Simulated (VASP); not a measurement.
Runs of VASP 6.6.1 on Sr. The structure is cubic, space group Fm-3m (No. 225). Conventional cell: a = 6.067 Å, b = 6.067 Å, c = 6.067 Å, α = 90.00°, β = 90.00°, γ = 90.00°. Around Sr (site symmetry m-3m) lie 12 Sr at 4.29 Å. 

```tsv
task	level	potentials or basis	cell	cutoff (eV)	gap on the mesh (eV)	pressure (GPa)	relaxed volume (Å³/atom)
relaxation of cell and atoms	PBEsol	VASP PAW PBE potentials, release 64 (Sr_sv)	relaxed	300	none	0.0	51.75
relaxation of cell and atoms	PBEsol	VASP PAW PBE potentials, release 64 (Sr_sv)	relaxed	580	none	0.0	51.91
relaxation of cell and atoms	PBEsol	VASP PAW PBE potentials, release 64 (Sr_sv)	relaxed	600	none	0.0	51.91
relaxation of cell and atoms	RPBE	VASP PAW PBE potentials, release 64 (Sr_sv)	relaxed	600	none	0.0	(b)
single point	PBEsol	VASP PAW PBE potentials, release 64 (Sr_sv)	as given	520	none	-0.8	-
relaxation of cell and atoms	PBEsol	VASP PAW PBE potentials, release 64 (Sr_sv)	relaxed	480	none	0.0	51.89
relaxation of cell and atoms	LDA	VASP PAW LDA potentials, release 64 (Sr_sv)	relaxed	600	0.05	0.0	48.62
relaxation of cell and atoms	PBE+D3(BJ)	VASP PAW PBE potentials, release 64 (Sr_sv)	relaxed	600	none	0.0	(a)
```

Alike in all rows: no spin polarisation; k mesh 12 × 12 × 12; smearing gaussian 0.1 eV.

**Question.** Fill in the values left out.

**Answer.** (a) 52.16; (b) 58.36.

Caveats: the PAW data sets were made with another functional, which shifts forces and pressure a little (some runs); pairwise dispersion overbinds metals, which lowers pressure and volume (some runs).

A k mesh can miss the band edges, and the runs leave out spin-orbit coupling on Sr.

A gap of «none» marks a metal or a gap under the smearing width.
